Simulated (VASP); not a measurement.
Output of a VASP run:

File OSZICAR:
```
       N       E                     dE             d eps       ncg     rms          rms(c)
DAV:   1     0.223893364133E+03    0.22389E+03   -0.11555E+04   656   0.204E+03
DAV:   2     0.107137299701E+02   -0.21318E+03   -0.20621E+03   936   0.308E+02
DAV:   3    -0.297215277740E+02   -0.40435E+02   -0.34665E+02   824   0.143E+02
DAV:   4    -0.315167622095E+02   -0.17952E+01   -0.17950E+01   984   0.349E+01
DAV:   5    -0.316066781711E+02   -0.89916E-01   -0.89910E-01  1048   0.691E+00    0.385E+01
DAV:   6    -0.286941226338E+02    0.29126E+01   -0.71213E+01   944   0.589E+01    0.173E+01
DAV:   7    -0.281723693457E+02    0.52175E+00   -0.99823E+01   952   0.108E+02    0.251E+01
DAV:   8    -0.271476336571E+02    0.10247E+01   -0.27714E+00   888   0.194E+01    0.108E+01
DAV:   9    -0.267327195357E+02    0.41491E+00   -0.41489E+00   984   0.177E+01    0.155E+00
DAV:  10    -0.267331881572E+02   -0.46862E-03   -0.17358E-01  1016   0.323E+00    0.827E-01
DAV:  11    -0.267415324392E+02   -0.83443E-02   -0.28374E-02  1016   0.136E+00    0.149E+00
DAV:  12    -0.267447954261E+02   -0.32630E-02   -0.27776E-01   936   0.460E+00    0.172E+00
DAV:  13    -0.267356293919E+02    0.91660E-02   -0.65362E-02   968   0.255E+00    0.303E-01
DAV:  14    -0.267357184436E+02   -0.89052E-04   -0.11722E-03  1032   0.237E-01    0.235E-01
DAV:  15    -0.267356723762E+02    0.46067E-04   -0.34219E-04   976   0.181E-01    0.111E-01
DAV:  16    -0.267356686468E+02    0.37294E-05   -0.42739E-04   968   0.193E-01    0.530E-02
DAV:  17    -0.267356680443E+02    0.60245E-06   -0.10912E-05   888   0.333E-02    0.315E-02
DAV:  18    -0.267356656925E+02    0.23518E-05   -0.24250E-05   992   0.492E-02    0.337E-03
DAV:  19    -0.267356654370E+02    0.25552E-06   -0.48545E-07   760   0.699E-03    0.183E-03
DAV:  20    -0.267356653489E+02    0.88158E-07   -0.18923E-07   528   0.485E-03
   1 F= -.26735665E+02 E0= -.26735665E+02  d E =-.347606E-18
```

File OUTCAR:
```
------------------------ aborting loop because EDIFF is reached ----------------------------------------
  FORCE on cell =-STRESS in cart. coord.  units (eV):
  Direction    XX          YY          ZZ          XY          YZ          ZX
  --------------------------------------------------------------------------------------
  Total        3.0896205      3.0896205      3.0896205     -0.0000000      0.0000000      0.0000000
  in kB      133.6987381    133.6987381    133.6987381     -0.0000000      0.0000000      0.0000000
  external PRESSURE =     133.6987381 kB  Pullay stress =       0.0000000 kB
  volume of cell :       37.02
      direct lattice vectors                 reciprocal lattice vectors
     0.000000000  2.645368260  2.645368260    -0.189009601  0.189009601  0.189009601
     2.645368260  0.000000000  2.645368260     0.189009601 -0.189009601  0.189009601
     2.645368260  2.645368260  0.000000000     0.189009601  0.189009601 -0.189009601
 POSITION                                       TOTAL-FORCE (eV/Angst)
 -----------------------------------------------------------------------------------
      0.00000      0.00000      0.00000        -0.000000     -0.000000     -0.000000
      1.32268      1.32268      1.32268        -0.000000      0.000000      0.000000
      3.96805      3.96805      3.96805         0.000000     -0.000000     -0.000000
 -----------------------------------------------------------------------------------
    total drift:                                0.000000      0.000000      0.000000
  FREE ENERGIE OF THE ION-ELECTRON SYSTEM (eV)
  ---------------------------------------------------
  free  energy   TOTEN  =       -26.7356653489 eV

  energy  without entropy=      -26.7356653489  energy(sigma->0) =      -26.73566535
```
(Selected blocks of OUTCAR.)

File POSCAR:
```
CeO2
1
    0.0000000000     2.6453682601     2.6453682601
    2.6453682601     0.0000000000     2.6453682601
    2.6453682601     2.6453682601     0.0000000000
Ce O
1 2
Direct
  0.0000000000   0.0000000000   0.0000000000
  0.2500000000   0.2500000000   0.2500000000
  0.7500000000   0.7500000000   0.7500000000
```

Problem. Reconstruct the remaining input files.

Solution. One answer among several that fit: the input of the run itself, AM05 GGA, plane waves, VASP's PBE PAW potentials (set 64).

KPOINTS:
```
Automatic mesh
0
Gamma
7 7 7
0 0 0
```

**INCAR**
```
SYSTEM = CeO2
PREC = Accurate; ENCUT = 520; LREAL = F
LASPH = T
EDIFF = 1E-7; NELM = 100; ALGO = Normal
LMAXMIX = 6
ISMEAR = 0; SIGMA = 0.05
GGA = AM
ISIF = 2
LWAVE = F; LCHARG = F
```

POTCAR, in this order: Ce O (PBE.64 set). Program: vasp_std.

The compound is CeO2 in the fluorite structure. This cell is one point of a volume scan, at 0.94 of the reference volume. The run is not spin-polarised, so no magnetic state was tried.
